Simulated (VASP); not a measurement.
Here is the system:

```yaml
crystal:
  lattice:
    - [0.00000, 2.73023, 2.73023]
    - [2.73023, 0.00000, 2.73023]
    - [2.73023, 2.73023, 0.00000]
  atoms:
    - { symbol: Ge, position: [0.00000, 0.00000, 0.00000] }
    - { symbol: Ge, position: [0.25000, 0.25000, 0.25000] }
```

All values below come from revTPSS meta-GGA, VASP's PBE PAW potentials (set 64) (plane waves; VASP 6.6.1). Settings: 520 eV cut-off, 8×8×8 Γ-centred mesh, Gaussian smearing of 0.050 eV, potentials Ge_d.

### Question
Estimate the energy per atom (σ→0), pressure.

### Answer

```
Property                      Result
---------------------  -------------
energy per atom (σ→0)  1.577 eV/atom
pressure                    5.83 GPa
```

The compound is Ge in the diamond structure. This cell is one point of a volume scan, at 0.94 of the reference volume.
